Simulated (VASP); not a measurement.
Write the native input for VASP 6.6.1 that does the following.

```
Task                   : relaxation of cell and atoms
Functional             : PBE
Potentials or basis    : VASP PAW PBE potentials, release 64 (C)
Cutoff                 : 520 eV
k mesh                 : 14 × 14 × 14
Occupations            : gaussian, width 0.02 eV
Spin                   : no spin polarisation
Further INCAR settings : ALGO = Normal; EDIFF = 1e-07; IBRION = 2; EDIFFG = -0.002; NSW = 80; ISIF = 3
```

The structure of C lies in POSCAR:

```
C
1.0
    0.0000000000      1.7833700000      1.7833700000
    1.7833700000      0.0000000000      1.7833700000
    1.7833700000      1.7833700000      0.0000000000
C
2
Direct
    0.0000000000      0.0000000000      0.0000000000
    0.2500000000      0.2500000000      0.2500000000
```

This isn't the form of C at room conditions, which is graphite.

These files were run (other wordings do the same):

INCAR

```
PREC = Accurate
ENCUT = 520
EDIFF = 1E-7
ISMEAR = 0
SIGMA = 0.02
LREAL = F
LASPH = T
NELM = 80
ALGO = Normal
ISIF = 3
LWAVE = F
LCHARG = F
GGA = PE
IBRION = 2
NSW = 80
EDIFFG = -0.002
KPAR = 4
```

KPOINTS

```
regular mesh
0
Gamma
  14 14 14
```

Potentials or basis: VASP PAW PBE potentials, release 64 (C).

Command:

```bash
$ cat potpaw_PBE.64/C/POTCAR > POTCAR
$ mpirun -np 4 vasp_std > vasp.out
```

Results of the run:

The relaxed volume is 5.70 Å³/atom, the relaxed cell is a = 2.527 Å, b = 2.527 Å, c = 2.527 Å, α = 60.00°, β = 60.00°, γ = 60.00° and the space group after relaxing (to 0.05 Å) is Fd-3m (No. 227). The energy gained by relaxing is 0.2 meV/atom and the ionic steps are 3. The pressure after relaxing is 0.0 GPa and the band gap on the k mesh is 4.12 eV, indirect (least direct gap 5.57 eV).

Run time: 4.6 s on 4 MPI ranks on Intel(R) Xeon(R) Platinum 8488C (Sapphire Rapids), on a shared host, peak memory 0.12 GiB a rank.
